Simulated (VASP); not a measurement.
Here is the system:

```xyz
2
Lattice="1.7809 -3.0846 0.0000 1.7809 3.0846 0.0000 0.0000 0.0000 5.4574" Properties=species:S:1:pos:R:3 pbc="T T T"
Ho     1.7809     1.0282     1.3643
Ho     1.7809    -1.0282     4.0930
```

Computed with PBE GGA with D3 dispersion (zero damping), VASP's PBE PAW potentials (set 64) (plane waves; VASP). Run with 520 eV cut-off, 13×13×8 Γ-centred mesh, tetrahedra with Blöchl corrections, potentials Ho_3.

The 4f electrons are frozen in the core of the lanthanide potential, so 4f levels, which can set the real gap, and their magnetism are missing.

Question: Predict the energy per atom (σ→0), band gap (on the k-mesh) with the smallest direct gap where there is one.

Answer: 
| Quantity | Value |
|---|---|
| band gap (on the k-mesh) | none (metal, semimetal or under 0.01 eV) |
| energy per atom (σ→0) | -4.820 eV/atom |

Only differences to runs with the same potentials and settings are physical.

The compound is Ho in the hcp structure. It was relaxed first.
